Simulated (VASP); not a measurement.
Input for VASP

File POSCAR:
```
ZrH2
1.0
  0.0000000000   2.3751020711   2.3751020711
  2.3751020711   0.0000000000   2.3751020711
  2.3751020711   2.3751020711   0.0000000000
Zr H
1 2
Cart
  0.0000000000   2.3751020711   2.3751020711
  3.5626531067   3.5626531067   3.5626531067
  1.1875510356   1.1875510356   1.1875510356
```

### KPOINTS
```
Automatic mesh
0
Gamma
10 10 10
0 0 0
```

**INCAR**
```
# general
SYSTEM   =  ZrH2
PREC     =  Accurate
ENCUT    =  400
LREAL    =  .False.
LASPH    =  .True.

# electronic loop
EDIFF    =  1E-6
NELM     =  100
ALGO     =  Normal
LMAXMIX  =  4
LMIXTAU  =  .True.

# smearing
ISMEAR   =  1
SIGMA    =  0.1

# functional
METAGGA  =  R2SCAN

# ions
IBRION   =  2
NSW      =  60
ISIF     =  3
EDIFFG   =  -0.02

# output
LWAVE    =  .False.
LCHARG   =  .False.
```

POTCAR, in this order: Zr_sv H (PBE.64 set). Program: vasp_std.

Problem. Translate this r2SCAN calculation to Ansatz.

Solution. One equivalent input (not run):
Ansatz 0.2 input:
```yaml
crystal:
  lattice:
    - [0.0000000, 2.3751021, 2.3751021]
    - [2.3751021, 0.0000000, 2.3751021]
    - [2.3751021, 2.3751021, 0.0000000]
  atoms:
    - { symbol: Zr, position: [1.0000000, 0.0000000, 0.0000000] }
    - { symbol: H, position: [0.7500000, 0.7500000, 0.7500000] }
    - { symbol: H, position: [0.2500000, 0.2500000, 0.2500000] }
kpoints:
  mp_grid: { grid: [10, 10, 10] }
hamiltonian:
  xc: r2scan
  pseudopotentials: { kind: paw }
scf:
  occupations: { method: methfessel_paxton, width: 0.1 }
  max_iter: 100
relax:
  max_steps: 60
  f_tol: 0.02
  cell: {}
output: { forces: true, stress: true, eigenvalues: true }
```
The two are equivalent in intent, not identical: each code has its own PAW files, so the cut-off isn't converted (ENCUT is set for VASP's; basis.ecutwfc is left out, and Ansatz then takes the one that its files recommend); Ansatz stops its SCF on the density residual and VASP on the energy change (EDIFF).

The structure comes from a computed database's ZrH2 entry (Fm-3m); how it stands against other phases isn't given here. This run relaxes it. Symmetry was kept, so distortions that lower it aren't found. The start is the result of an earlier pass.
